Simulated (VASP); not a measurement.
Here is the system:

```
CELL_PARAMETERS angstrom
      3.46350     0.00000     0.00000
      0.00000     3.46350     0.00000
      0.00000     0.00000     3.46350
ATOMIC_POSITIONS crystal
  Si 0.00000 0.00000 0.00000
  Ni 0.00000 0.50000 0.50000
  Ni 0.50000 0.00000 0.50000
  Ni 0.50000 0.50000 0.00000
```

All values below come from r2SCAN meta-GGA, VASP's PBE PAW potentials (set 64) (plane waves; VASP). Run with 400 eV cut-off, 10×10×10 Γ-centred mesh, tetrahedra with Blöchl corrections, potentials Si Ni.

The cores are frozen, which limits the accuracy of field gradients.

### Question
Give the principal components of the electric field gradient (V/Å²) and the asymmetry η at each nucleus.

### Answer

| atom | Vxx | Vyy | Vzz | η |
|---|---|---|---|---|
| Si1 | 0.0 | 0.0 | 0.0 | - |
| Ni2 | 21.8 | 21.8 | -43.6 | 0.00 |
| Ni3 | 21.8 | 21.8 | -43.6 | 0.00 |
| Ni4 | 21.8 | 21.8 | -43.6 | 0.00 |

The compound is Ni3Si in the L1_2 structure. It was relaxed first. The run is not spin-polarised, so no magnetic state was tried.
